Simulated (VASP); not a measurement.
# KBe2 (P6/mmm) in VASP: reference runs

How does KBe2 come out in PBE? The cell is run as given and disturbed.

All numbers are computed with VASP 6.6.1; they aren't measurements. Logs are shortened: lines on timing, memory, paths and dates and some standing lists are left out, and cuts for length are marked.

## (1) The structure

The structure is hexagonal, space group P6/mmm (No. 191). Conventional cell: a = 3.843 Å, b = 3.843 Å, c = 5.396 Å, α = 90.00°, β = 90.00°, γ = 120.00°. K (site symmetry 6/mmm) is surrounded by 12 Be at 3.49 Å and 6 K at 3.84 Å. Be (site symmetry -6m2) has 3 Be at 2.22 Å as nearest neighbours.

The cell was built by a generator and needn't be a form met in nature.

## (2) Single point, PBE

The input, INCAR:

```
SYSTEM = KBe2
PREC     = Accurate       ! precision mode
ENCUT    = 520            ! plane-wave cutoff, eV
EDIFF    = 1E-7           ! SCF threshold, eV
ISMEAR   = -1             ! smearing method
SIGMA    = 0.05           ! smearing width, eV
LREAL    = .FALSE.        ! projectors in reciprocal space
LASPH    = .TRUE.         ! aspherical terms in the spheres
NELM     = 100            ! most SCF steps
ALGO     = Normal         ! electronic algorithm
ISIF     = 2              ! what is computed and relaxed
LWAVE    = .FALSE.        ! write WAVECAR
LCHARG   = .TRUE.         ! write CHGCAR
GGA      = PE             ! functional
LELF     = .TRUE.         ! ELF
LVHAR    = .TRUE.       
NBANDS   = 14             ! bands
```

The input, KPOINTS:

```
Automatic mesh
0
G
  8 8 5
  0 0 0
```

The input, POSCAR:

```
KBe2
1.0
    3.8432600000      0.0000000000      0.0000000000
   -1.9216300000      3.3283600000      0.0000000000
    0.0000000000      0.0000000000      5.3959900000
K Be
1 2
Direct
    0.0000000000      0.0000000000      0.5000000000
    0.3333300000      0.6666700000      0.0000000000
    0.6666700000      0.3333300000      0.0000000000
```

Potentials or basis: VASP PAW PBE potentials, release 64 (K_sv, Be).

Run with:

```
cat potpaw_PBE.64/K_sv/POTCAR potpaw_PBE.64/Be/POTCAR > POTCAR
mpirun -np 1 vasp_std > vasp.out
```

OUTCAR:

```text
SYSTEM = KBe2
   PREC = Accurate
   ENCUT = 520
   EDIFF = 1E-7
   ISMEAR = -1
   LREAL = .FALSE.
   LASPH = .TRUE.
   NELM = 100
   ISIF = 2
   GGA = PE

 ion  position               nearest neighbor table
   1  0.000  0.000  0.500-
   2  0.333  0.667  0.000-   3 2.22   3 2.22   3 2.22
   3  0.667  0.333  0.000-   2 2.22   2 2.22   2 2.22

  LATTYP: Found a hexagonal cell.
 ALAT       =     3.8432600000
 C/A-ratio  =     1.4040137800

  Lattice vectors:

 A1 = (   3.8432600000,   0.0000000000,   0.0000000000)
 A2 = (  -1.9216300000,   3.3283600000,   0.0000000000)
 A3 = (   0.0000000000,   0.0000000000,   5.3959900000)

Analysis of symmetry for initial positions (statically):
=====================================================================
 Subroutine PRICEL returns:
 Original cell was already a primitive cell.

 Routine SETGRP: Setting up the symmetry group for a
 hexagonal supercell.

 Subroutine GETGRP returns: Found  8 space group operations
 (whereof  8 operations were pure point group operations)
 out of a pool of 24 trial point group operations.

The static configuration has the point symmetry D_2h.

Analysis of symmetry for dynamics (positions and initial velocities):
=====================================================================
 Subroutine PRICEL returns:
 Original cell was already a primitive cell.

 Routine SETGRP: Setting up the symmetry group for a
 hexagonal supercell.

 Subroutine GETGRP returns: Found  8 space group operations
 (whereof  8 operations were pure point group operations)
 out of a pool of 24 trial point group operations.

The dynamic configuration has the point symmetry D_2h.

 Subroutine INISYM returns: Found  8 space group operations
 (whereof  8 operations are pure point group operations),
 and found     1 'primitive' translations

----------------------------------------------------------------------------------------

                                     Primitive cell

  volume of cell :      69.0242

  direct lattice vectors                    reciprocal lattice vectors
     3.843260000  0.000000000  0.000000000     0.260195771  0.150224134  0.000000000
    -1.921630000  3.328360000  0.000000000     0.000000000  0.300448269  0.000000000
     0.000000000  0.000000000  5.395990000     0.000000000  0.000000000  0.185322805

  length of vectors
     3.843260000  3.843259313  5.395990000     0.300448215  0.300448269  0.185322805

  position of ions in fractional coordinates (direct lattice)
     0.000000000  0.000000000  0.500000000
     0.333330000  0.666670000  0.000000000
     0.666670000  0.333330000  0.000000000
[... 92 lines left out ...]
   EFERMI =   0.00;   METHOD = LEGACY
   ISMEAR =    -1;   SIGMA  =   0.05  broadening in eV -4-tet -1-fermi 0-gaus
   EFERMI_NEDOS =   21; number of points for ismear=-14 and -15
   IALGO  =     38    algorithm
   IMIX   =      4    mixing-type and parameters
     AMIX     =   0.40;   BMIX     =  1.00
     AMIX_MAG =   1.60;   BMIX_MAG =  1.00
  volume/ion in A,a.u.               =      23.01       155.27
  Fermi-wavevector in a.u.,A,eV,Ry     =   0.938402  1.773322 11.981265  0.880598
  Thomas-Fermi vector in A             =   2.065610
   LORBIT       =      0    0 simple, 1 ext, 2 COOP (PROOUT), +10 PAW based schemes
   GGA     = PE    functional components
   LHFCALC =     F    Hartree Fock is set to
   AEXX    =    0.0000 exact exchange contribution
   IVDW    =     0    specifies the selected vdW correction
   LEPSILON=     F    determine dielectric tensor
   LRPA    =     F    only Hartree local field effects (RPA)
 non-spin polarized calculation
  energy-cutoff  :      520.00
  volume of cell :       69.02
 maximum number of plane-waves:      1883
 NGX is ok and might be reduce to    30
   NGX = 15   NGY = 15   NGZ = 21

 number of electron      13.0000000 magnetization

 Free energy of the ion-electron system (eV)
  ---------------------------------------------------
  ext. energy  EPLUGINS =         0.00000000
  ---------------------------------------------------
  free energy    TOTEN  =        -5.75951314 eV

  energy without entropy =       -5.73754786  energy(sigma->0) =       -5.74853050

 E-fermi :   1.3108     XC(G=0):  -7.8921

 val. band max:        1.2825176218   @ k =  -0.2500   0.2500   0.2000
 cond. band min:       1.3138265489   @ k =   0.2500   0.0000   0.4000
 fundamental gap:      0.0313089270
 Fermi energy:         1.3107550665

 k-point     1 :       0.0000    0.0000    0.0000
  band No.  band energies     occupation
      1     -29.5586      2.00000
      2     -12.9906      2.00000
      3     -12.9577      2.00000
      4     -12.9577      2.00000
      5      -4.4314      2.00000
      6       0.6817      1.99999
      7       2.6232      0.00000
      8       3.5119      0.00000
      9       3.5122      0.00000
     10       7.6920      0.00000
     11       7.6920      0.00000
     12       7.7500      0.00000
     13       7.7504      0.00000
     14       8.8390      0.00000
[... 377 lines left out ...]
      1     -29.5531      2.00000
      2     -13.0135      2.00000
      3     -12.9879      2.00000
      4     -12.9695      2.00000
      5      -4.1150      2.00000
      6       0.1217      2.00000
      7       2.7873      0.00000
      8       3.2106      0.00000
      9       3.7604      0.00000
     10       6.5538      0.00000
     11       7.4658      0.00000
     12       7.5243      0.00000
     13       8.1219      0.00000
     14       8.5643      0.00000

 [... further k-points ...]

------------------------ aborting loop because EDIFF is reached ----------------------------------------

  FORCE on cell =-STRESS in cart. coord.  units (eV):
  Direction    XX          YY          ZZ          XY          YZ          ZX
  --------------------------------------------------------------------------------------
  -------------------------------------------------------------------------------------
  Total       -0.0428601     -0.0424737      0.1534837      0.0003346      0.0000000      0.0000000
  in kB       -0.9948613     -0.9858930      3.5626385      0.0077664      0.0000000      0.0000000
  external PRESSURE =       0.5272948 kB  Pullay stress =       0.0000000 kB

 VOLUME and BASIS-vectors are now :
 -----------------------------------------------------------------------------
  energy-cutoff  :      520.00
  volume of cell :       69.02
      direct lattice vectors                 reciprocal lattice vectors
     3.843260000  0.000000000  0.000000000     0.260195771  0.150224134  0.000000000
    -1.921630000  3.328360000  0.000000000     0.000000000  0.300448269  0.000000000
     0.000000000  0.000000000  5.395990000     0.000000000  0.000000000  0.185322805

 POSITION                                       TOTAL-FORCE (eV/Angst)
 -----------------------------------------------------------------------------------
      0.00000      0.00000      2.69800        -0.000000     -0.000000      0.000000
     -0.00002      2.21892      0.00000         0.000087     -0.000050      0.000000
      1.92165      1.10944      0.00000        -0.000087      0.000050      0.000000
 -----------------------------------------------------------------------------------
    total drift:                                0.000000      0.000000     -0.000000

  FREE ENERGIE OF THE ION-ELECTRON SYSTEM (eV)
  ---------------------------------------------------
  free  energy   TOTEN  =        -5.7595131360 eV

  energy  without entropy=       -5.7375478616  energy(sigma->0) =       -5.74853050
```

It took 58 s on 1 thread of Intel Xeon Platinum 8488C (Sapphire Rapids), shared host; peak memory 0.2 GiB.

Results:

```yaml
Free_energy: -5.7595 eV
Pressure: 0.1 GPa
Band_gap_on_the_k_mesh: none (metal or under the smearing width)
```

Levels at points of the mesh, in eV from the Fermi level:
```tsv
k point	band 3	band 4	band 5	band 6	band 7	band 8	band 9	band 10
(0.00, 0.00, 0.00)	-14.27	-14.27	-5.74	-0.63	1.31	2.20	2.20	6.38
(0.50, 0.00, 0.00)	-14.35	-14.23	-3.14	-2.90	0.55	0.71	2.86	3.20
(0.50, 0.50, 0.00)	-14.35	-14.23	-3.14	-2.90	0.55	0.71	2.86	3.20
```

## (3) Single point, PBE (atoms moved at random, drawn with an rms of 0.05 Å)

The input, INCAR:

```
SYSTEM = KBe2
PREC = Accurate ; ENCUT = 520
EDIFF = 1E-7 ; ISMEAR = -1
SIGMA = 0.05 ; LREAL = .False.
LASPH = .True. ; NELM = 100
ALGO = Normal ; ISIF = 2
LWAVE = .False. ; LCHARG = .False.
GGA = PE ; NBANDS = 14
```

The input, KPOINTS:

```
regular mesh
0
Gamma
  8 8 5
  0 0 0
```

The input, POSCAR:

```
KBe2
1.0
    3.8432600000      0.0000000000      0.0000000000
   -1.9216300000      3.3283600000      0.0000000000
    0.0000000000      0.0000000000      5.3959900000
K Be
1 2
Direct
   -0.0121350000     -0.0080660000      0.5023040000
    0.3196980000      0.6702950000      0.0010370000
    0.6573670000      0.3210010000     -0.0040010000
```

Potentials or basis: VASP PAW PBE potentials, release 64 (K_sv, Be).

Run with:

```
cat potpaw_PBE.64/K_sv/POTCAR potpaw_PBE.64/Be/POTCAR > POTCAR
mpirun -np 1 vasp_std > vasp.out
```

OUTCAR:

```text
SYSTEM = KBe2
   PREC = Accurate
   ENCUT = 520
   EDIFF = 1E-7
   ISMEAR = -1
   LREAL = .False.
   LASPH = .True.
   NELM = 100
   ISIF = 2
   GGA = PE

 ion  position               nearest neighbor table
   1  0.988  0.992  0.502-
   2  0.320  0.670  0.001-   3 2.17   3 2.21   3 2.29
   3  0.657  0.321  0.996-   2 2.17   2 2.21   2 2.29

  LATTYP: Found a hexagonal cell.
 ALAT       =     3.8432600000
 C/A-ratio  =     1.4040137800

  Lattice vectors:

 A1 = (   3.8432600000,   0.0000000000,   0.0000000000)
 A2 = (  -1.9216300000,   3.3283600000,   0.0000000000)
 A3 = (   0.0000000000,   0.0000000000,   5.3959900000)

Analysis of symmetry for initial positions (statically):
=====================================================================
 Subroutine PRICEL returns:
 Original cell was already a primitive cell.

 Routine SETGRP: Setting up the symmetry group for a
 hexagonal supercell.

 Subroutine GETGRP returns: Found  1 space group operations
 (whereof  1 operations were pure point group operations)
 out of a pool of 24 trial point group operations.

[... 180 lines left out ...]
      7       2.6214      0.00000
      8       3.3039      0.00000
      9       3.7362      0.00000
     10       7.4720      0.00000
     11       7.6655      0.00000
     12       7.7196      0.00000
     13       8.0189      0.00000
     14       8.8485      0.00000
[... 377 lines left out ...]
      1     -29.5233      2.00000
      2     -13.2973      2.00000
      3     -13.0710      2.00000
      4     -12.9188      2.00000
      5      -2.2076      2.00000
      6      -0.9520      2.00000
      7       1.4253      0.17177
      8       1.9549      0.00000
      9       4.2729      0.00000
     10       4.6267      0.00000
     11       6.0574      0.00000
     12       7.7877      0.00000
     13       8.0197      0.00000
     14      10.1824      0.00000

 [... further k-points ...]

------------------------ aborting loop because EDIFF is reached ----------------------------------------

  FORCE on cell =-STRESS in cart. coord.  units (eV):
  Direction    XX          YY          ZZ          XY          YZ          ZX
  --------------------------------------------------------------------------------------
  -------------------------------------------------------------------------------------
  Total       -0.4379902      0.4084946      0.1590176      0.4168218     -0.0030544      0.0005366
  in kB      -10.1665540      9.4819074      3.6910885      9.6751968     -0.0708973      0.0124554
  external PRESSURE =       1.0021473 kB  Pullay stress =       0.0000000 kB

 VOLUME and BASIS-vectors are now :
 -----------------------------------------------------------------------------
  energy-cutoff  :      520.00
  volume of cell :       69.02
      direct lattice vectors                 reciprocal lattice vectors
     3.843260000  0.000000000  0.000000000     0.260195771  0.150224134  0.000000000
    -1.921630000  3.328360000  0.000000000     0.000000000  0.300448269  0.000000000
     0.000000000  0.000000000  5.395990000     0.000000000  0.000000000  0.185322805

 POSITION                                       TOTAL-FORCE (eV/Angst)
 -----------------------------------------------------------------------------------
      1.89049      3.30151      2.71043        -0.003793      0.009155     -0.034418
     -0.05938      2.23098      0.00560         0.065408     -0.143330     -0.027093
      1.90959      1.06841      5.37440        -0.061615      0.134175      0.061511
 -----------------------------------------------------------------------------------
    total drift:                               -0.000004      0.000049     -0.000000

  FREE ENERGIE OF THE ION-ELECTRON SYSTEM (eV)
  ---------------------------------------------------
  free  energy   TOTEN  =        -5.7532189920 eV

  energy  without entropy=       -5.7344386250  energy(sigma->0) =       -5.74382881
```

OSZICAR:

```text
N       E                     dE             d eps       ncg     rms          rms(c)
DAV:   1     0.595384374737E+02    0.59538E+02   -0.53408E+03  4536   0.741E+02
DAV:   2    -0.216199773128E+01   -0.61700E+02   -0.58955E+02  5484   0.206E+02
DAV:   3    -0.618715867526E+01   -0.40252E+01   -0.40046E+01  8890   0.392E+01
DAV:   4    -0.623032621544E+01   -0.43168E-01   -0.43155E-01  5816   0.348E+00
DAV:   5    -0.623104080322E+01   -0.71459E-03   -0.71457E-03  7400   0.339E-01    0.338E+00
DAV:   6    -0.583210427519E+01    0.39894E+00   -0.22873E-01  6138   0.211E+00    0.296E+00
DAV:   7    -0.574936124568E+01    0.82743E-01   -0.15021E-01  6428   0.163E+00    0.184E+00
DAV:   8    -0.575312931185E+01   -0.37681E-02   -0.20806E-02  5648   0.819E-01    0.861E-02
DAV:   9    -0.575314420223E+01   -0.14890E-04   -0.91068E-04  7868   0.140E-01    0.578E-02
DAV:  10    -0.575321257690E+01   -0.68375E-04   -0.12090E-04  5886   0.684E-02    0.114E-02
DAV:  11    -0.575321793703E+01   -0.53601E-05   -0.69737E-06  6546   0.163E-02    0.664E-03
DAV:  12    -0.575321906768E+01   -0.11306E-05   -0.15960E-06  5820   0.907E-03    0.140E-03
DAV:  13    -0.575321899203E+01    0.75652E-07   -0.80775E-08  5366   0.211E-03
   1 F= -.57532190E+01 E0= -.57438288E+01  d E =-.187804E-01
```

Wall time 2.2 min (1 thread of Intel Xeon Platinum 8488C (Sapphire Rapids), shared host); peak memory 0.28 GiB.

What came out:

```
Free energy            : -5.7532 eV
Pressure               : 0.1 GPa
Largest force          : 0.160 eV/Å
Band gap on the k mesh : none (metal or under the smearing width)
```

Forces on the atoms (eV/Å):
```
K   -0.004  0.009 -0.034
Be   0.065 -0.143 -0.027
Be  -0.062  0.134  0.062
```

Stress tensor (GPa, compression positive):
```
-1.02  0.97  0.00
 0.97  0.95 -0.01
 0.00 -0.01  0.37
```

Levels at points of the mesh, in eV from the Fermi level:
```tsv
k point	band 4	band 5	band 6	band 7	band 8	band 9
(0.00, 0.00, 0.00)	-14.27	-5.74	-0.63	1.31	2.00	2.43
(0.50, 0.00, 0.00)	-14.23	-3.13	-2.91	0.57	0.75	2.86
(0.00, 0.50, 0.00)	-14.23	-3.11	-2.95	0.62	0.79	2.86
(0.50, 0.50, 0.00)	-14.23	-3.16	-2.83	0.48	0.63	2.86
```
